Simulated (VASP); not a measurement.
Given:

```yaml
crystal:
  lattice:
    - [4.08858, -2.26592, -0.02014]
    - [4.08858, 2.26592, -0.02014]
    - [2.85113, 0.00000, 3.70437]
  atoms:
    - { symbol: Bi, position: [0.23724, 0.23724, 0.23724] }
    - { symbol: Bi, position: [0.76276, 0.76276, 0.76276] }
```

All values below come from PBE GGA with D4 dispersion, VASP's PBE PAW potentials (set 64) (plane waves; VASP). Run with 520 eV cut-off, Gaussian smearing of 0.050 eV, potentials Bi_d.

Problem. Give the energies of bands 13 to 18 at the high-symmetry points, in eV from the Fermi level.

Solution. 
| band | Γ | T | H2 | L | S0 | F |
|---|---|---|---|---|---|---|
| 13 | -1.45 | -0.77 | -4.14 | -1.07 | -4.45 | -4.81 |
| 14 | -1.21 | -0.48 | -4.08 | -0.95 | -2.49 | -3.07 |
| 15 | -1.21 | -0.48 | -0.25 | -0.22 | -2.47 | -2.95 |
| 16 | 2.81 | 0.55 | 0.70 | -0.20 | 3.12 | 2.51 |
| 17 | 3.10 | 0.55 | 5.18 | 0.42 | 3.21 | 5.09 |
| 18 | 3.10 | 0.59 | 5.19 | 0.81 | 4.70 | 5.42 |

It has no gap at this level: it comes out as a metal or semimetal.

The compound is Bi in the a7 structure. It was relaxed first.
